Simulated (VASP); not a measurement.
Given:

```
CELL_PARAMETERS angstrom
      0.00000     3.03359     3.03359
      3.03359     0.00000     3.03359
      3.03359     3.03359     0.00000
ATOMIC_POSITIONS crystal
  Sn 0.00000 0.00000 0.00000
  Te 0.50000 0.50000 0.50000
```

Level of theory: LDA (Ceperley-Alder, Perdew-Zunger), VASP's LDA PAW potentials (set 64) (plane waves; VASP). Settings: 500 eV cut-off, 8×8×8 Γ-centred mesh, Gaussian smearing of 0.050 eV, potentials Sn_d Te.

Unless said otherwise, spin-orbit coupling is left out, though it shifts the bands of the heavy elements here.

Question: Estimate the energy per atom (σ→0), pressure, band gap (on the k-mesh) with the smallest direct gap where there is one.

Answer: 
```yaml
band gap (on the k-mesh): 0.26 eV
smallest direct gap (on the k-mesh): 0.26 eV
energy per atom (σ→0): -4.379 eV/atom
pressure: 5.09 GPa
```

The compound is SnTe in the rock salt structure, which distorts at low temperature. It was relaxed first under an external pressure of 5 GPa.
